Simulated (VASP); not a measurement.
Wanted: the native input for a VASP 6.6.1 run.

* Task: single point
* Functional: PBE
* Potentials or basis: VASP PAW PBE potentials, release 64 (Ni)
* Cutoff: 520 eV
* k mesh: 36 × 36 × 36
* Occupations: fermi-dirac, width 0.1 eV
* Spin: collinear spin, ferromagnetic start
* Starting moments: [1.0] μB
* Further INCAR settings: ALGO = Normal; EDIFF = 1e-06

The structure of Ni lies in POSCAR:

```
Ni
1.0
    0.0000000000      1.7620000000      1.7620000000
    1.7620000000      0.0000000000      1.7620000000
    1.7620000000      1.7620000000      0.0000000000
Ni
1
Direct
    0.0000000000      0.0000000000      0.0000000000
```

The input as run:

INCAR

```
SYSTEM = Ni
PREC     = Accurate       ! precision mode
ENCUT    = 520            ! plane-wave cutoff, eV
EDIFF    = 1E-6           ! SCF threshold, eV
ISMEAR   = -1             ! smearing method
SIGMA    = 0.1            ! smearing width, eV
LREAL    = .False.        ! projectors in reciprocal space
LASPH    = .True.         ! aspherical terms in the spheres
NELM     = 150            ! most SCF steps
ALGO     = Normal         ! electronic algorithm
ISIF     = 2              ! what is computed and relaxed
LWAVE    = .False.        ! write WAVECAR
LCHARG   = .True.         ! write CHGCAR
ISPIN    = 2              ! spin polarisation
MAGMOM   = 1              ! initial moments
LORBIT   = 11             ! projections on sites
LMAXMIX  = 4              ! l up to which the mixer works
GGA      = PE             ! functional
LELF     = .True.         ! ELF
LVHAR    = .True.
```

KPOINTS

```
regular mesh
0
Gamma
  36 36 36
  0 0 0
```

Potentials or basis: VASP PAW PBE potentials, release 64 (Ni).

Run with:

```sh
$ cat potpaw_PBE.64/Ni/POTCAR > POTCAR
$ mpirun -np 1 vasp_std > vasp.out
```

It gave:

```yaml
Pressure: -0.7 GPa
Band_gap_on_the_k_mesh: none (metal or under the smearing width)
Net_moment: 0.61 μB per cell
Site_moments: Ni +0.63 μB
Valence_electrons_inside_the_program's_atomic_spheres: Ni 9.30
```

Wall time 110 s on 1 thread of Intel(R) Xeon(R) 6975P-C (Granite Rapids) (shared host), peak memory 0.33 GiB.
